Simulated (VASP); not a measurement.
**BN (relaxed from the zinc blende structure, space group F-43m): computed properties**

Calculation: PBEsol GGA, VASP's PBE PAW potentials (set 64) (plane waves; VASP).

| Item | Result |
|---|---|
| space group | F-43m (216) |
| cell | a = b = c = 3.608 Å, α = β = γ = 90.00° |
| volume per atom | 5.87 Å³/atom |
| band gap (over mesh and band path) | 4.28 eV |
| smallest direct gap (over mesh and band path) | 8.79 eV |
| band-edge character | indirect, Γ to X |
| density | 3.51 g/cm³ |

```cif
data_B4N4
_chemical_formula_sum 'B4 N4'
_space_group_name_H-M_alt 'F-43m'
_space_group_IT_number 216
_space_group_name_Hall 'F -4 2 3'
_cell_length_a 3.60772
_cell_length_b 3.60772
_cell_length_c 3.60772
_cell_angle_alpha 90.000
_cell_angle_beta 90.000
_cell_angle_gamma 90.000
loop_
_atom_site_label
_atom_site_type_symbol
_atom_site_symmetry_multiplicity
_atom_site_Wyckoff_symbol
_atom_site_fract_x
_atom_site_fract_y
_atom_site_fract_z
_atom_site_occupancy
B1 B 4 a 0.00000 0.00000 0.00000 1
N1 N 4 d 0.75000 0.75000 0.75000 1
```
(The calculation used a cell of 2 atoms; values per cell refer to that cell.)

The structure was generated: BN was put into the zinc blende type (F-43m), which need not be its known phase. It was relaxed first. Symmetry was kept, so distortions that lower it aren't found.
